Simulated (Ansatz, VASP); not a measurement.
# Cross-check of W (Tungsten) between VASP and Ansatz

Aim: how closely do two programs agree when they are given the same cell, functional and k mesh? The cell is taken from a series of VASP runs on this material, whose earlier steps may have relaxed, scaled or displaced it; both programs get it as it stands.

Method: plane waves, with VASP 6.6.1 beside it; relaxation of cell and atoms at PBEsol, spin-orbit coupling, in Ansatz 0.2.0.

## Step 1: The structure

It takes space group Im-3m (No. 229, cubic). Conventional cell: a = 3.165 Å, b = 3.165 Å, c = 3.165 Å, α = 90.00°, β = 90.00°, γ = 90.00°. Nearest to W lie 8 W at 2.74 Å.

## Step 2: VASP: relaxation of cell and atoms, PBEsol, spin-orbit coupling

The relaxed volume is the usual yardstick between codes: its relative difference is about their pressure difference at one cell divided by the bulk modulus.

Lines of VASP's logs that name or quote its potential files are left out, and so is its time.

File INCAR:

```
SYSTEM = W
PREC = Accurate
ENCUT = 450
EDIFF = 1E-06
NELM = 100
ISMEAR = 1
SIGMA = 0.1
LREAL = .FALSE.
ALGO = Normal
GGA = PS
LNONCOLLINEAR = .TRUE.
MAGMOM = 0 0 0
NBANDS = 18
GGA_COMPAT = .FALSE.
LASPH = .TRUE.
LSORBIT = .TRUE.
LMAXMIX = 4
LORBIT = 11
LWAVE = .FALSE.
LCHARG = .FALSE.
KPAR = 2
IBRION = 2
NSW = 50
ISIF = 3
EDIFFG = -0.01
```

File POSCAR:

```
W
1.0
   -1.5823450000      1.5823450000      1.5823450000
    1.5823450000     -1.5823450000      1.5823450000
    1.5823450000      1.5823450000     -1.5823450000
W
1
Direct
    0.0000000000      0.0000000000      0.0000000000
```

File KPOINTS:

```
Automatic mesh
0
Gamma
10 10 10
0 0 0
```

PAW data sets: W (PBE family, release 64).

Started as:

```bash
> mpirun -np 2 vasp_ncl
```

Numbers of over 12 decimals in the logs are rounded to 6 here.

What it wrote:

```text
[banner, memory and clock lines left out]
running    2 mpi-ranks, on    1 nodes
 distrk:  each k-point on    1 cores,    2 groups
 distr:  one band on    1 cores,    1 groups

 POSCAR found type information on POSCAR W
 POSCAR found :  1 types and       1 ions
|                                                                             |
|               ----> ADVICE to this user running VASP <----                  |
|                                                                             |
|     You enforced a specific xc type in the INCAR file but a different       |
|     [... a line on the potential file left out ...]
|     I HOPE YOU KNOW WHAT YOU ARE DOING!                                     |
|                                                                             |

 LDA part: xc-table for (Slater+PW92), standard interpolation
 POSCAR, INCAR and KPOINTS ok, starting setup
 FFT: planning ... GRIDC
 FFT: planning ... GRID_SOFT
 FFT: planning ... GRID
 WAVECAR not read
 entering main loop
       N       E                     dE             d eps       ncg     rms          rms(c)
DAV:   1     0.117933431853E+02    0.11793E+02   -0.23317E+03  1692   0.516E+02
DAV:   2    -0.139899513730E+02   -0.25783E+02   -0.23391E+02  2044   0.154E+02
DAV:   3    -0.148077570014E+02   -0.81781E+00   -0.80079E+00  2030   0.218E+01
DAV:   4    -0.148112772818E+02   -0.35203E-02   -0.35186E-02  1898   0.157E+00
DAV:   5    -0.148112922062E+02   -0.14924E-04   -0.14925E-04  1964   0.101E-01    0.213E+01
DAV:   6    -0.142964133132E+02    0.51488E+00   -0.22335E-01  1860   0.398E+00    0.104E+01
DAV:   7    -0.140958810727E+02    0.20053E+00   -0.22705E-01  1920   0.395E+00    0.288E+00
DAV:   8    -0.140936029129E+02    0.22782E-02   -0.32764E-03  1878   0.500E-01    0.216E-01
DAV:   9    -0.140923515042E+02    0.12514E-02   -0.25072E-04  1890   0.988E-02    0.783E-02
DAV:  10    -0.140922239637E+02    0.12754E-03   -0.10387E-04  1932   0.646E-02    0.337E-02
DAV:  11    -0.140922257574E+02   -0.17937E-05   -0.12958E-06  1882   0.974E-03    0.182E-02
DAV:  12    -0.140922263087E+02   -0.55127E-06   -0.21679E-07  1056   0.549E-03
   1 F= -.14092226E+02 E0= -.14092415E+02  d E =-.140922E+02  mag=     0.0000    -0.0000     0.0000
[...]
2 F= -.14016811E+02 E0= -.14016881E+02  d E =0.754157E-01  mag=     0.0000    -0.0000     0.0000
[...]
3 F= -.14097848E+02 E0= -.14098043E+02  d E =-.562189E-02  mag=     0.0000    -0.0000     0.0000
 curvature:  -0.10 expect dE=-0.429E-05 dE for cont linesearch -0.429E-05
 ZBRENT: interpolating
 opt :   0.2156  next Energy=   -14.097852 (dE=-0.563E-02)
 bond charge predicted
       N       E                     dE             d eps       ncg     rms          rms(c)
DAV:   1    -0.140978543191E+02   -0.62101E-05   -0.72923E-05  1704   0.649E-02    0.284E-02
DAV:   2    -0.140978534867E+02    0.83242E-06   -0.69573E-07  1744   0.941E-03
   4 F= -.14097853E+02 E0= -.14098049E+02  d E =-.562718E-02  mag=     0.0000    -0.0000     0.0000
 curvature:  -0.10 expect dE=-0.422E-06 dE for cont linesearch -0.422E-06
 trial: gam=-0.00917 g(F)=  0.147E-64 g(S)=  0.439E-05 ort = 0.474E-03 (trialstep = 0.843E+00)
 search vector abs. value=  0.476E-09
 reached required accuracy - stopping structural energy minimisation
```

Parts of OUTCAR (step 2):

```text
ion  position               nearest neighbor table
   1  0.000  0.000  0.000-

  LATTYP: Found a body centered cubic cell.
 ALAT       =     3.1646900000

 Subroutine GETGRP returns: Found 48 space group operations
 (whereof 48 operations were pure point group operations)

The static configuration has the point symmetry O_h .

 Found     47 irreducible k-points:

   k-points           NKPTS =     47   k-points in BZ     NKDIM =     47   number of bands    NBANDS=     18

   dimension x,y,z NGX =    20 NGY =   20 NGZ =   20
   dimension x,y,z NGXF=    40 NGYF=   40 NGZF=   40

   ENCUT  =  450.0 eV  33.07 Ry    5.75 a.u.   4.74  4.74  4.74*2*pi/ulx,y,z

   NELECT =       6.0000    total number of electrons

 k-points in reciprocal lattice and weights: Automatic mesh
   0.00000000  0.00000000  0.00000000       0.001
   0.10000000  0.00000000  0.00000000       0.012
   0.20000000  0.00000000  0.00000000       0.012
   0.30000000  0.00000000  0.00000000       0.012
   0.40000000  0.00000000  0.00000000       0.012
   0.50000000  0.00000000  0.00000000       0.006
   0.10000000  0.10000000  0.00000000       0.024
   0.20000000  0.10000000  0.00000000       0.048
   0.30000000  0.10000000  0.00000000       0.048
[...]
0.50000000  0.50000000  0.40000000       0.012
   0.50000000  0.50000000  0.50000000       0.001

 average (electrostatic) potential at core
       1 -37.4361

 E-fermi :   8.0089

 k-point     1 :       0.0000    0.0000    0.0000
  band No.  band energies     occupation
    ...
      4       6.3833      1.00000
      5       6.3834      1.00000
      6       6.3834      1.00000
      7       6.8881      1.00000
      8       6.8881      1.00000
      9      10.1703      0.00000
     10      10.1703      0.00000
     11      10.1703      0.00000
     12      10.1703      0.00000
     13      23.1969      0.00000
    ...

 k-point     2 :       0.1000    0.0000    0.0000
  band No.  band energies     occupation
    ...
      4       6.1909      1.00000
      5       6.4285      1.00000
      6       6.4285      1.00000
      7       7.1436      1.00000
      8       7.1436      1.00000
      9       9.7633     -0.00000
     10       9.7633     -0.00000
     11      10.1866      0.00000
     12      10.1866      0.00000
     13      23.5801      0.00000
    ...

 k-point     3 :       0.2000    0.0000    0.0000
  band No.  band energies     occupation
    ...
      2      -0.1704      1.00000
      3       5.5744      1.00000
      4       5.5744      1.00000
      5       6.0673      1.00000
      6       6.0673      1.00000
      7       8.4515     -0.00000
      8       8.4515     -0.00000
      9       9.4121     -0.00000
     10       9.4121     -0.00000
     11      10.3016      0.00000
    ...

  Total       -0.0055065     -0.0055065     -0.0055065      0.0000000     -0.0000000     -0.0000000
  in kB       -0.5671671     -0.5671671     -0.5671671      0.0000000     -0.0000000     -0.0000000
  external PRESSURE =      -0.5671671 kB  Pullay stress =       0.0000000 kB

  energy-cutoff  :      450.00
  volume of cell :       15.56
      direct lattice vectors                 reciprocal lattice vectors
    -1.572556346  1.572556346  1.572556346     0.000000000  0.317953631  0.317953631
     1.572556346 -1.572556346  1.572556346     0.317953631  0.000000000  0.317953631
     1.572556346  1.572556346 -1.572556346     0.317953631  0.317953631  0.000000000

 POSITION                                       TOTAL-FORCE (eV/Angst)
 -----------------------------------------------------------------------------------
      1.57256      1.57256      1.57256        -0.000000     -0.000000      0.000000
 -----------------------------------------------------------------------------------
    total drift:                               -0.000000     -0.000000     -0.000000

  FREE ENERGIE OF THE ION-ELECTRON SYSTEM (eV)
  ---------------------------------------------------
  free  energy   TOTEN  =       -14.0978534867 eV

  energy  without entropy=      -14.0984391068  energy(sigma->0) =      -14.09804869

 reached required accuracy - stopping structural energy minimisation

 Spin-Orbit-Coupling matrix elements
 Ion:    1  E_soc:     -0.4434843

 total charge
# of ion       s       p       d       tot
------------------------------------------
    1        0.680   0.754   4.196   5.630

 magnetization (x)
# of ion       s       p       d       tot
------------------------------------------
    1        0.000   0.000   0.000   0.000

 magnetization (y)
# of ion       s       p       d       tot
------------------------------------------
    1        0.000   0.000  -0.000  -0.000

 magnetization (z)
# of ion       s       p       d       tot
------------------------------------------
    1       -0.000  -0.000  -0.000  -0.000

[... 3 further parts left out ...]
```

## Step 3: Ansatz: relaxation of cell and atoms, PBEsol, spin-orbit coupling

Ansatz runs on its fully relativistic PAW (standard-fr) files.

The same cell, functional, mesh and smearing now go to Ansatz, which takes its cutoff from its data sets.

File input.yaml:

```yaml
crystal:
  lattice:
    - [-1.582345, 1.582345, 1.582345]
    - [1.582345, -1.582345, 1.582345]
    - [1.582345, 1.582345, -1.582345]
  atoms:
    - { symbol: W, position: [0.0, 0.0, 0.0] }
hamiltonian:
  xc: pbesol
  pseudopotentials: { kind: paw_fr }
magnetization:
  noncollinear: true
  spin_orbit: true
kpoints:
  mp_grid: { grid: [10, 10, 10] }
scf:
  occupations: { method: methfessel_paxton, width: 0.1 }
relax:
  f_tol: 0.01
  max_steps: 60
  cell: { stress_tol: 0.05 }
output:
  forces: true
  stress: true
```

Started as:

```bash
> ansatz run input.yaml --threads 4 --pin off --max-ram 9216MiB --backend cpu --events-out ev --progress --plain --runs-dir out
```

What it wrote:

```text
Engine: ansatz 0.2.0, aarch64-unknown-linux-gnu
Pseudopotentials: kind: paw_fr
Pseudopotential: W, paw_fr, valence charge 14, recommended cutoff 420 eV (normal), W.paw.azcp#standard-fr
Functional definition: PBEsol
  exchange = pbesol_x
  correlation = pbesol_c
non-collinear run that drives no moment, with spin-orbit: no starting moment large enough to seed its density (crystal.atoms[].spin), no starting occupations that ask for one, no magnetisation constraint and no magnetic field, so the semilocal B_xc is pinned to zero
Crystal: 1 atoms, lattice volume = 15.848 Å³
Basis set: ecut = 420 eV, 321 PW (Γ), exchange–correlation on 40×40×40 points (8 copies of the dense FFT grid, shifted against one another)
Bands: 22, of which v1, the nominal top of the filled ones, is band 14 counted from 1 (13 counted from 0)
Symmetry: 48 space group operations + 48 with time reversal
Magnetic group: BNS 229.141 (UNI 1643), of the structure as read, at distance tolerance 2.5e-5 Å
k-points: 47 of 1000
Projection manifold: j_resolved (fully-relativistic pseudo-atomic orbitals)
Non-local potential: W, projectors of the file, l = 0: 3, l = 1: 4, l = 2: 4, l = 3: 2
PAW form: soft (Blöchl's): semilocal exchange-correlation on the pseudo side does not see the compensation charge
PAW frozen core: W, regenerated for the run's functional, and the local potential with it (the file was generated under x = pbe(κ = 0.804, μ = 0.219515), c = pbe(β = 0.066725))
PAW one-centre angular grid: W, 590 points (default); XC on 64 Gauss nodes
Initial density: superposition of atomic densities (chi_scale 0.1, normalization cell)
Initial wavefunctions: pseudopotential atomic-orbital guess
Functional: x = pbesol(κ = 0.804, μ = 0.123457), c = pbesol(β = 0.046)
SCF iter   1: F=—  HF=-10280.930675 eV  |F-HF|=—  |Δ(HF+E_count)|=         —  Δρ=6.26e-2  dr2=5.13e-1  dr2_m=0.00e0 (ungated)  ethr=3.10e-3  |M|=0.00e0 ∫|m|=0.00e0 μB  |m|>n=0.0e0 m-floor=0.0e0 τ_xc=0.0e0  β_m=0.30  ⟨swp⟩=6.2  Hψ=2728  notcnv=0  defer=4
preconditioner: auto → none  [insulator: Δε(μ)=0.140 eV  Ē_g=9.291 eV  σ=0.100 eV  W_gap=0.88  n_scr=0 (ndim 8)  ℏωp=22.8 eV  f_vac=0.000  D(μ)=0.39/eV (n_scr^D=0)  ε∞_Penn≈7.0]
SCF iter   2: F=—  HF=-10280.776680 eV  |F-HF|=—  |Δ(HF+E_count)|=   1.54e-1  S|Δr|=    0.00e0  Δρ=3.76e-2  dr2=1.49e-1  dr2_m=0.00e0 (ungated)  ethr=3.10e-3  |M|=0.00e0 ∫|m|=0.00e0 μB  |m|>n=0.0e0 m-floor=0.0e0 τ_xc=0.0e0  β_m=0.47  ⟨swp⟩=2.1  Hψ=846  notcnv=0  defer=110
SCF iter   3: F=—  HF=-10280.729031 eV  |F-HF|=—  |Δ(HF+E_count)|=   4.76e-2  S|Δr|=    0.00e0  Δρ=8.88e-3  dr2=3.92e-3  dr2_m=0.00e0 (ungated)  ethr=1.06e-3  |M|=0.00e0 ∫|m|=0.00e0 μB  |m|>n=0.0e0 m-floor=0.0e0 τ_xc=0.0e0  β_m=0.69  ⟨swp⟩=3.0  Hψ=875  notcnv=0  defer=112
SCF iter   4: F=—  HF=-10280.729052 eV  |F-HF|=—  |Δ(HF+E_count)|=   2.03e-5  S|Δr|=    0.00e0  Δρ=6.24e-4  dr2=6.47e-5  dr2_m=0.00e0 (ungated)  ethr=2.80e-5  |M|=0.00e0 ∫|m|=0.00e0 μB  |m|>n=0.0e0 m-floor=0.0e0 τ_xc=0.0e0  β_m=0.71  ⟨swp⟩=2.1  Hψ=817  notcnv=0  defer=112
SCF iter   5: F=—  HF=-10280.729023 eV  |F-HF|=—  |Δ(HF+E_count)|=   2.90e-5  S|Δr|=    0.00e0  Δρ=6.67e-5  dr2=1.36e-7  dr2_m=0.00e0 (ungated)  ethr=4.62e-7  |M|=0.00e0 ∫|m|=0.00e0 μB  |m|>n=0.0e0 m-floor=0.0e0 τ_xc=0.0e0  β_m=0.84  ⟨swp⟩=2.0  Hψ=760  notcnv=0  defer=112
SCF iter   6: F=-10280.729023 eV  HF=-10280.729023 eV  |F-HF|=4.00e-10  |Δ(HF+E_count)|=   6.31e-8  S|Δr|=    0.00e0  Δρ=2.64e-6  dr2=6.84e-10  dr2_m=0.00e0 (ungated)  ethr=7.14e-10  |M|=0.00e0 ∫|m|=0.00e0 μB  |m|>n=0.0e0 m-floor=0.0e0 τ_xc=0.0e0  ⟨swp⟩=4.0  Hψ=1492  notcnv=0
SCF 1 converged in 6 iterations: F = -10280.729023 eV  dr2 = 6.84e-10
  greatest PAW one-centre occupation: 1.000 electrons in one spin orbital (limit 2), on the W atom at site 0 (counted from 0), in its partial waves of l = 0
relax step   1: F+E_penalty+E_count = -10280.72902273 eV  Δ(F+E_penalty+E_count) = +0.000e0 eV  max|allowed force component| = 0.000e0 eV/Å  Δτ_max = 0.0000 Å  P = -2.821 GPa  Ω = 15.848 Å³  (6 SCF iters, dr2 threshold 1.00e-7 eV, accepted)
[...]
relax step   2: F+E_penalty+E_count = -10280.72061978 eV  Δ(F+E_penalty+E_count) = +8.403e-3 eV  max|allowed force component| = 0.000e0 eV/Å  Δτ_max = 0.0000 Å  P = +8.446 GPa  Ω = 15.326 Å³  energy of the carried Pulay correction = +2.022e-4 eV  (3 SCF iters, dr2 threshold 1.00e-7 eV, rejected (line search))
[...]
relax step   3: F+E_penalty+E_count = -10280.73030983 eV  Δ(F+E_penalty+E_count) = -1.287e-3 eV  max|allowed force component| = 0.000e0 eV/Å  Δτ_max = 0.0000 Å  P = -0.118 GPa  Ω = 15.714 Å³  energy of the carried Pulay correction = +5.127e-5 eV  (6 SCF iters, accepted)
[...]
relax step   4: F+E_penalty+E_count = -10280.73031417 eV  Δ(F+E_penalty+E_count) = -4.337e-6 eV  max|allowed force component| = 0.000e0 eV/Å  Δτ_max = 0.0000 Å  P = +0.002 GPa  Ω = 15.708 Å³  energy of the carried Pulay correction = +5.350e-5 eV  (2 SCF iters, dr2 threshold 3.49e-8 eV, accepted)
[...]
relax step   5: F+E_penalty+E_count = -10280.73026002 eV  Δ(F+E_penalty+E_count) = +5.415e-5 eV  max|allowed force component| = 0.000e0 eV/Å  Δτ_max = 0.0000 Å  P = +0.002 GPa  Ω = 15.708 Å³  stress off target by 2.04e-3 GPa  SCF on the basis re-selected at this cell (its energy is not comparable with the rows above)  (4 SCF iters)
basis re-selected at this cell: Δ(F+E_penalty+E_count) = +5.415e-5 eV, ΔP = +0.000 GPa vs the last step (what re-selecting the basis moved, of the pressure what is left beyond the Pulay correction that the steps carried, after the strain that the cell walked since its last selection, with what the two solves' SCF thresholds leave and, on support functions, any second-order correction that the steps lacked; it is no measure of the basis error at this ecutwfc). This SCF's stress stands 2.04e-3 GPa from its target on what of the cell is left free (relax.cell.stress_tol is 5.00e-2 GPa) and its largest allowed force component is 0.00e0 eV/Å (relax.f_tol is 1.00e-2 eV/Å): [rest of the remark cut]
SCF converged after 4 iterations
Stability not checked: this state was not tested for a lower state beside it, because cold or Methfessel-Paxton smearing, or corrected tetrahedra, fill the levels in a way that the test cannot read (fill_not_monotonic; see scf.lower_state_search)
Magnetization: |M| = 0.0000 μB,  M = (+0.0000, +0.0000, +0.0000) μB
Absolute magnetization: 0.0000 μB (∫|m|)
  site 0: m = (+0.0000, +0.0000, +0.0000) μB, |m| = 0.0000 μB  (R = 1.13 Å)
Free energy (F): -10280.730260 eV
Harris-Foulkes:  -10280.730260 eV  (|F-HF|=3.64e-12)
Internal energy: -10280.731110 eV  (E = F + TS)
E sigma→0 (E₀):  -10280.730472 eV
Entropy (-TS):   0.000850 eV (0.850 meV/atom)
Fermi energy:    22.845035 eV
Step filling:    the computed levels leave a gap of 0.1115 eV = 1.1 smearing widths at the electron count; against every level under it full and every level over it empty, smearing changes F+E_penalty+E_count by +0.604 meV and its σ→0 estimate by +0.391 meV
--- Per-component energies (eV) ---
  E_band       = -83.434390
  E_kinetic    = 450.533084
  E_local      = -594.001944  (includes V_loc(G=0)·N_el)
  E_nonlocal   = -1.763078
  E_hartree    = 213.236451
  E_xc         = -265.119365
  E_vxc        = -238.780421  (∫ρ·V_xc dr)
  E_paw        = -8456.281016  (= ΣΔE_a)
  E_vpaw       = -125.894874  (= ΣTr[D̂ρ^β])
  E_aug_tail   = -0.000059  (compensation charges beyond the density's cutoff)
  E_ewald      = -1627.561806
  E_core_change = 0.226623  (= ΣΔE_core)
  E_smearing   = 0.000850  (= −TS)
  E_closure    = 0.000000  (closes the sum)
  Σ components = -10280.730260   (vs F -10280.730260, Δ=0.00e0)
--- Forces (eV/Å), atoms counted from 1 ---
  atom   1  W     -0.00000000    -0.00000000     0.00000000
  max |Σ_I F_I| component: 2.26e-31 eV/Å
--- Stress (GPa, compression-positive) ---
        0.002045      -0.000000      -0.000000
       -0.000000       0.002045       0.000000
       -0.000000       0.000000       0.002045
  P = ⅓ Tr σ = 0.0020 GPa (0.020 kbar)
--- Relaxed structure (4 steps of the walk, 3 accepted, 1 SCFs on fresh bases) ---
  F+E_penalty+E_count = -10280.73026002 eV   max|allowed force component| = 0.000e0 eV/Å   (the final SCF, on the basis selected at the relaxed cell)
  cell:  # Å, volume = 15.7080 Å³
    - [-1.577685, 1.577685, 1.577685]
    - [1.577685, -1.577685, 1.577685]
    - [1.577685, 1.577685, -1.577685]
  atoms:
    - { symbol: W, position: [0.0, 0.0, 0.0] }
```

Run time: 3.2 s. Hardware: 4 threads of Arm Neoverse V1, shared host; peak memory 0.35 GiB; 9.3 s of CPU time.

## Step 4: Side by side

Known differences besides the potentials themselves: spin-orbit coupling enters by fully relativistic files in Ansatz and inside the spheres in VASP; both relaxations stop at a tolerance, which leaves soft axes loose, and VASP keeps its plane-wave basis; the data sets hold 14 valence electrons in Ansatz (fully relativistic PAW (standard-fr) files) and 6 in VASP; the cutoff is 420 eV in Ansatz and 450 eV in VASP; Ansatz makes its cores anew for this functional, VASP keeps those of its PBE data sets; Ansatz adds a Pulay correction to the stress that steers its cell, VASP none. Total energies have different zeros and are not compared.

Both answers:

```tsv
quantity	Ansatz	VASP	difference
volume (Å³)	15.71	15.56	+0.98 %
edge a after relaxation, in the typed setting (Å)	2.733	2.724	+0.33 %
```

VASP's last cycles still show a density residual of 3e-03, so its state may not be settled. The walks stopped with 0.00 GPa left in Ansatz and -0.06 GPa in VASP; each walk ends within a tolerance, so the volume difference is uncertain by about these residues over the bulk modulus, most in soft cells.

## Step 5: Summary of results

```yaml
difference_in_volume_relaxation_of_cell_and_atoms_pbesol_spin_orbit_coupling: 0.98 %
```

What this shows: The difference in volume is 0.98 % (relaxation of cell and atoms, PBEsol, spin-orbit coupling), within the 1.2 % picked in this series as the mark of a large difference, as far as the stopping tolerances let one tell. How closely two codes agree says nothing of how well the functional describes the real material.

[Lines on the potential files, build, host, timing and source positions are cut from VASP's logs without a mark.]

[Logs are printed without paths, hosts, clocks, repeated set-up lines and the standing remarks that a program may print on its own settings, such as how far it seeks lower states.]

[Hosts, paths, dates, database ids (printed as entryN), source tags and the programs' standing remarks are cut or masked in the printed files.]
